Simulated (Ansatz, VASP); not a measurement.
**SiTeS (1T-SiSTe, 1 layer) in two plane-wave programs**

Aim: how closely do two programs agree when they are given the same cell, functional and k mesh? The structure shown is the start of the Ansatz relaxation below; VASP solves that cell, so the two are compared at the walk's first step.

Method: plane waves, with VASP 6.6.1 beside it; single point at PBE, in Ansatz 0.2.0.

### Step 1. Set-up

The cell holds 3 atoms: 1 Te, 1 Si and 1 S. Its edges and angles: a = 3.361 Å, b = 3.361 Å, c = 24.305 Å, α = 90.0°, β = 90.0°, γ = 120.0°. Vacuum lies along c.

### Step 2. Ansatz: relaxation, PBE

Ansatz runs on its default PAW (the set named soft_2) files.

The two programs are compared at the cell with which this relaxation starts, whose forces are those of its first step.

The input, input.yaml:

```yaml
crystal:
  lattice:
    - [3.3612985, 0.0, 0.0]
    - [-1.68064925, 2.9109698907, 0.0]
    - [0.0, 0.0, 24.3047788486]
  atoms:
    - { symbol: Te, position: [0.6666666667, 0.3333333333, 0.4525858914] }
    - { symbol: Si, position: [0.0, 0.0, 0.5106136425] }
    - { symbol: S, position: [0.3333333333, 0.6666666667, 0.5474141086] }
kpoints:
  mp_grid: { grid: [12, 12, 1] }
hamiltonian:
  xc: pbe
scf:
  occupations: { method: fermi_dirac, width: 0.05 }
  convergence: { dr2_threshold: 1.0e-08 }
efield:
  axis: 3
  dipole_correction: true
  ramp_position: 0.97
  ramp_width: 0.04
relax:
  f_tol: 0.01
  cell: { fix: [c, alpha, beta] }
output:
  write_potential: true
  write_density: true
  volumetric_format: npy
```

Launch:

```
ansatz run input.yaml --threads 4 --pin off --max-ram 8192MiB --backend cpu --events-out ev --progress --plain --runs-dir out
```

Numbers of over 12 decimals in the logs are rounded to 6 here.

Output:

```text
Warning: relax.cell: scf.convergence.dr2_threshold = 1e-8 eV is looser than the 3e-10 eV advised for a relaxation that steers and ends on the stress (1e-10 eV for each atom of the cell: 3). What an SCF threshold leaves in a stress goes as its square root, and in the free energy as the threshold itself, and one threshold admits the most on a small cell: [figures from the program's tests cut] Set scf.convergence.dr2_threshold to 3e-10 eV or tighter. The threshold is an SCF's pass mark: one that does not reach it within its budget of iterations ends unconverged, or closes short of it on a stop that the run arms, and scf.convergence.dr2_threshold's page says what that costs each kind of run
Engine: ansatz 0.2.0, aarch64-unknown-linux-gnu
Pseudopotentials: kind: paw
Pseudopotential: Te, paw, valence charge 16, recommended cutoff 420 eV (normal), Te.paw.azcp
Pseudopotential: Si, paw, valence charge 4, recommended cutoff 420 eV (normal), Si.paw.azcp
Pseudopotential: S, paw, valence charge 6, recommended cutoff 420 eV (normal), S.paw.azcp
Functional definition: PBE
  parameter kappa = 0.804
  parameter beta = 0.066725
  exchange = pbe_x(kappa = kappa, mu = beta*pi^2/3)
  correlation = pbe_c(beta = beta)
Crystal: 3 atoms, lattice volume = 237.813 Å³
Basis set: ecut = 420 eV, 4713 PW (Γ), exchange–correlation on 48×48×360 points (8 copies of the dense FFT grid, shifted against one another)
Bands: 17, of which v1, the nominal top of the filled ones, is band 13 counted from 1 (12 counted from 0)
Symmetry: 6 space group operations
Space group: P3m1 (ITA 156), of the structure as read, at distance tolerance 6.2e-5 Å
k-points: 19 of 144 (time reversal used)
Non-local potential: Te, projectors of the file, l = 0: 2, l = 1: 2, l = 2: 2, l = 3: 2
Non-local potential: Si, projectors of the file, l = 0: 2, l = 1: 2, l = 2: 2
Non-local potential: S, projectors of the file, l = 0: 2, l = 1: 2, l = 2: 2
PAW form: soft (Blöchl's): semilocal exchange-correlation on the pseudo side does not see the compensation charge
PAW one-centre angular grid: Te, 590 points (default); XC on 64 Gauss nodes
PAW one-centre angular grid: Si, 110 points (default); XC on 64 Gauss nodes
PAW one-centre angular grid: S, 110 points (default); XC on 64 Gauss nodes
Initial density: superposition of atomic densities (neutral atoms: chi_scale 0, normalization atom), corrected by the library's trained network
Initial wavefunctions: pseudopotential atomic-orbital guess
Functional: x = pbe(κ = 0.804, μ = 0.219515), c = pbe(β = 0.066725)
SCF iter   1: F=—  HF=-8515.709638 eV  |F-HF|=—  |Δ(HF+E_count)|=         —  Δρ=2.42e-3  dr2=8.27e-2  ethr=1.77e-3  p=0.024 e·Å  D=1.86e-2 V/Å  ΔV_dip=-0.45 eV  dr2_dipole=1.72e-2  V_vac-E_F(+/−)=4.39/4.84 eV  ⟨swp⟩=10.9  Hψ=2703  notcnv=0
efield: sawtooth ramp at fractional position 0.9700 (set: `efield.ramp_position`, or a place that a band, a saddle search or an elastic batch's reference lends), width 0.0400; the density the first Hamiltonian is built on has a dipole p = 0.024 e·Å; the dipole correction subtracts the counter field D = 1.86e-2 V/Å, which shifts the + side's vacuum level by -0.45 eV against the − side's; the planar-averaged density in the ramp window peaks in size at 4.6e-6 e/Å³
preconditioner: auto → LDOS  [metal: Δε(μ)=0.111 eV  Ē_g=10.825 eV  σ=0.050 eV  W_gap=0.42  n_scr=14 (ndim 8)  ℏωp=9.6 eV  f_vac=0.735  D(μ)=0.81/eV (n_scr^D=6)  β→1.0]
SCF iter   2: F=—  HF=-8515.706311 eV  |F-HF|=—  |Δ(HF+E_count)|=   3.33e-3  Δρ=1.57e-3  dr2=3.58e-2  ethr=3.18e-4  p=-0.038 e·Å  D=-2.92e-2 V/Å  ΔV_dip=0.71 eV  dr2_dipole=8.48e-3  V_vac-E_F(+/−)=5.46/4.75 eV  ⟨swp⟩=4.3  Hψ=780  notcnv=0
SCF iter   3: F=—  HF=-8515.699750 eV  |F-HF|=—  |Δ(HF+E_count)|=   6.56e-3  Δρ=4.32e-4  dr2=1.61e-3  ethr=1.38e-4  p=-0.006 e·Å  D=-4.83e-3 V/Å  ΔV_dip=0.12 eV  dr2_dipole=3.26e-4  V_vac-E_F(+/−)=5.08/4.96 eV  ⟨swp⟩=3.9  Hψ=595  notcnv=0
SCF iter   4: F=—  HF=-8515.699511 eV  |F-HF|=—  |Δ(HF+E_count)|=   2.39e-4  Δρ=8.98e-5  dr2=3.06e-5  ethr=6.19e-6  p=-0.011 e·Å  D=-8.32e-3 V/Å  ΔV_dip=0.20 eV  dr2_dipole=4.34e-6  V_vac-E_F(+/−)=5.14/4.94 eV  ⟨swp⟩=2.3  Hψ=505  notcnv=0
SCF iter   5: F=—  HF=-8515.699474 eV  |F-HF|=—  |Δ(HF+E_count)|=   3.63e-5  Δρ=4.49e-5  dr2=5.26e-6  ethr=1.18e-7  p=-0.012 e·Å  D=-8.80e-3 V/Å  ΔV_dip=0.21 eV  dr2_dipole=1.15e-7  V_vac-E_F(+/−)=5.15/4.94 eV  ⟨swp⟩=2.6  Hψ=648  notcnv=0
SCF iter   6: F=—  HF=-8515.699510 eV  |F-HF|=—  |Δ(HF+E_count)|=   3.58e-5  Δρ=9.85e-6  dr2=5.41e-7  ethr=2.02e-8  p=-0.012 e·Å  D=-8.81e-3 V/Å  ΔV_dip=0.21 eV  dr2_dipole=2.57e-11  V_vac-E_F(+/−)=5.16/4.94 eV  ⟨swp⟩=2.2  Hψ=576  notcnv=0
[...]
SCF iter   4: F=—  HF=-8518.176087 eV  |F-HF|=—  |Δ(HF+E_count)|=   6.92e-8  Δρ=2.95e-6  dr2=1.13e-7  ethr=3.57e-9  p=-0.041 e·Å  D=-2.83e-2 V/Å  ΔV_dip=0.69 eV  dr2_dipole=2.59e-8  V_vac-E_F(+/−)=5.10/4.42 eV  ⟨swp⟩=2.5  Hψ=428  notcnv=0
SCF iter   5: F=-8518.176087 eV  HF=-8518.176087 eV  |F-HF|=1.11e-9  |Δ(HF+E_count)|=   2.49e-8  Δρ=6.89e-7  dr2=5.74e-9  ethr=3.85e-11  p=-0.041 e·Å  D=-2.83e-2 V/Å  ΔV_dip=0.69 eV  dr2_dipole=1.24e-9  V_vac-E_F(+/−)=5.10/4.42 eV  ⟨swp⟩=8.2  Hψ=2274  notcnv=0
SCF 7 converged in 5 iterations: F = -8518.176087 eV  dr2 = 5.74e-9
relax step   7: F+E_penalty+E_count = -8518.17608669 eV  Δ(F+E_penalty+E_count) = -3.568e-5 eV  max|allowed force component| = 1.763e-3 eV/Å  Δτ_max = 0.0016 Å  P = -0.001 GPa  Ω = 261.654 Å³  energy of the carried Pulay correction = -1.037e-3 eV  fix = [c, alpha, beta]  reactions: c +0.001 GPa  (5 SCF iters, accepted)
Initial wavefunctions: pseudopotential atomic-orbital guess (no wavefunctions were taken with the density)
iter 1 solved again at ethr=2.50e-6 eV; its pass at ethr=3.10e-3 eV (dr2=6.50e-4 eV) is discarded
SCF iter   1: F=—  HF=-8518.175046 eV  |F-HF|=—  |Δ(HF+E_count)|=         —  Δρ=1.49e-4  dr2=1.67e-6  ethr=2.50e-6  p=-0.041 e·Å  D=-2.83e-2 V/Å  ΔV_dip=0.69 eV  dr2_dipole=6.81e-9  V_vac-E_F(+/−)=5.10/4.42 eV  ⟨swp⟩=3.0  Hψ=3299  notcnv=0
efield: sawtooth ramp at fractional position 0.9700 (set: `efield.ramp_position`, or a place that a band, a saddle search or an elastic batch's reference lends), width 0.0400; the density the first Hamiltonian is built on has a dipole p = -0.041 e·Å; the dipole correction subtracts the counter field D = -2.83e-2 V/Å, which shifts the + side's vacuum level by +0.69 eV against the − side's; the planar-averaged density in the ramp window peaks in size at 2.6e-6 e/Å³
eigensolver tolerance schedule: the retry pair's looser diagonalisation over-reported the residual by 388.72 of it (diagonalisation noise at 0.46 of the residual, at the tolerance the schedule requests for it); recorded, not acted on — ethr = c·dr2/N_el stays at c = 1.0e-1
preconditioner: auto → LDOS  [insulator: Δε(μ)=0.133 eV  Ē_g=9.357 eV  σ=0.050 eV  W_gap=0.58  n_scr=14 (ndim 8)  ℏωp=9.2 eV  f_vac=0.707  D(μ)=1.18/eV (n_scr^D=6)  ε∞_Penn≈2.0  β→1.0]
SCF iter   2: F=—  HF=-8518.177194 eV  |F-HF|=—  |Δ(HF+E_count)|=   2.15e-3  Δρ=1.03e-5  dr2=2.87e-7  ethr=6.41e-9  p=-0.041 e·Å  D=-2.82e-2 V/Å  ΔV_dip=0.68 eV  dr2_dipole=1.45e-9  V_vac-E_F(+/−)=5.10/4.42 eV  ⟨swp⟩=3.1  Hψ=703  notcnv=0
SCF iter   3: F=—  HF=-8518.177189 eV  |F-HF|=—  |Δ(HF+E_count)|=   4.49e-6  Δρ=3.73e-6  dr2=2.09e-8  ethr=1.10e-9  p=-0.041 e·Å  D=-2.82e-2 V/Å  ΔV_dip=0.69 eV  dr2_dipole=1.16e-10  V_vac-E_F(+/−)=5.10/4.42 eV  ⟨swp⟩=2.0  Hψ=568  notcnv=0
SCF iter   4: F=-8518.177194 eV  HF=-8518.177193 eV  |F-HF|=2.62e-7  |Δ(HF+E_count)|=   4.04e-6  Δρ=5.85e-7  dr2=5.95e-10  ethr=3.85e-11  p=-0.041 e·Å  D=-2.83e-2 V/Å  ΔV_dip=0.69 eV  dr2_dipole=1.26e-11  V_vac-E_F(+/−)=5.10/4.42 eV  ⟨swp⟩=13.6  Hψ=2596  notcnv=0
SCF 8 converged in 4 iterations: F = -8518.177194 eV  dr2 = 5.95e-10
relax step   8: F+E_penalty+E_count = -8518.17719362 eV  Δ(F+E_penalty+E_count) = -1.107e-3 eV  max|allowed force component| = 1.593e-3 eV/Å  Δτ_max = 0.0000 Å  P = +0.001 GPa  Ω = 261.654 Å³  fix = [c, alpha, beta]  reactions: c +0.001 GPa  stress off target by 3.31e-4 GPa on what of the cell is left free  SCF on the basis re-selected at this cell (its energy is not comparable with the rows above)  (4 SCF iters)
basis re-selected at this cell: Δ(F+E_penalty+E_count) = -1.107e-3 eV, ΔP = +0.002 GPa vs the last step (what re-selecting the basis moved, of the pressure what is left beyond the Pulay correction that the steps carried, after the strain that the cell walked since its last selection, with what the two solves' SCF thresholds leave and, on support functions, any second-order correction that the steps lacked; it is no m [...]
WARN: The input density's exchange-correlation potential varies sharply where the density is thin. Do not read a vacuum level from v_tot or v_xc, or from such a field of the output density. On a cell that repeats whose density bears no net charge and no dipole along the vacuum's axis use v_es (v_loc + v_h of the components); under efield.dipole_correction with no amplitude use v_es + v_field, which holds any external [...]
SCF converged after 4 iterations
Free energy (F): -8518.177194 eV
Harris-Foulkes:  -8518.177193 eV  (|F-HF|=2.62e-7)
Internal energy: -8518.167482 eV  (E = F + TS)
E sigma→0 (E₀):  -8518.172338 eV
Entropy (-TS):   -0.009711 eV (-3.237 meV/atom)
Fermi energy:    -1.304315 eV
Dipole field:    D = -0.028246 V/Å  (p = -0.040844 e·Å, saw-weighted, corrected)
Work function:   Φ+ = 5.1030 eV   Φ− = 4.4164 eV
Levels:          The Fermi level and band energies are counted from a zero that moves with the ramp; work functions are not
--- Per-component energies (eV) ---
  E_band       = -501.096007
  E_kinetic    = 328.592091
  E_local      = -16252.233866  (includes V_loc(G=0)·N_el)
  E_nonlocal   = -257.476056
  E_hartree    = 8153.003272
  E_xc         = -276.827031
  E_vxc        = -238.711925  (∫ρ·V_xc dr)
  E_paw        = -5774.939199  (= ΣΔE_a)
  E_vpaw       = -387.055734  (= ΣTr[D̂ρ^β])
  E_aug_tail   = -0.000179  (compensation charges beyond the density's cutoff)
  E_efield     = 0.000577  (sawtooth field / dipole correction)
  E_vefield    = -0.217936  (∫n·V_field dr)
  E_ewald      = 5561.712908
  E_smearing   = -0.009711  (= −TS)
  E_closure    = -0.000000  (closes the sum)
  Σ components = -8518.177194   (vs F -8518.177194, Δ=0.00e0)
--- Forces (eV/Å), atoms counted from 1 ---
  atom   1  Te     0.00000000     0.00000000    -0.00014944
  atom   2  Si    -0.00000000    -0.00000000    -0.00144734
  atom   3  S      0.00000000    -0.00000000     0.00159175
  max |Σ_I F_I| component: 5.03e-6 eV/Å
--- Stress (GPa, compression-positive) ---
        0.000331      -0.000000       0.000000
       -0.000000       0.000331      -0.000000
        0.000000      -0.000000       0.001373
  P = ⅓ Tr σ = 0.0007 GPa (0.007 kbar)
--- Band table (eV; the first three rows and the last of 19) ---
  k-point 0: bands = [... 9 lower, -3.7591, -3.7591, -0.7981, -0.7981, -0.4143, 1.9633, 2.1588, 2.1588]
  k-point 1: bands = [... 9 lower, -3.9084, -3.7860, -1.5802, -0.8721, 0.0730, 1.8554, 2.2614, 2.2869]
  k-point 2: bands = [... 9 lower, -4.2604, -3.6833, -2.9211, -1.1211, 0.2305, 1.7672, 2.6681, 2.7268]
  k-point 18: bands = [... 9 lower, -6.4178, -6.3846, -3.7343, -3.0825, -0.7463, 2.4963, 3.3656, 3.6550]
--- Relaxed structure (7 steps of the walk, 7 accepted, 1 SCFs on fresh bases) ---
  F+E_penalty+E_count = -8518.17719362 eV   max|allowed force component| = 1.593e-3 eV/Å   (the final SCF, on the basis selected at the relaxed cell)
  cell:  # Å, volume = 261.6543 Å³
    - [3.525760, 1.2172618398841974e-17, 0]
    - [-1.762880, 3.053398, 0]
    - [0, 0, 24.3047788486]
  atoms:
    - { symbol: Te, position: [0.666667, 0.333333, 0.437866] }
    - { symbol: Si, position: [0, 0, 0.510736] }
    - { symbol: S, position: [0.333333, 0.666667, 0.562011] }
```

In the SCF lines HF is the Harris–Foulkes energy and dr2 the Hartree energy of the density residual, in eV; the loop may stop once dr2 is under the threshold and the program's other checks hold. Hψ counts applications of the Hamiltonian.

(Part 1 of 2 ends here.)

[Lines on the potential files, build, host, timing and source positions are cut from VASP's logs without a mark.]

[Logs are printed without paths, hosts, clocks, repeated set-up lines and the standing remarks that a program may print on its own settings, such as how far it seeks lower states.]

[Hosts, paths, dates, database ids (printed as entryN), source tags and the programs' standing remarks are cut or masked in the printed files.]
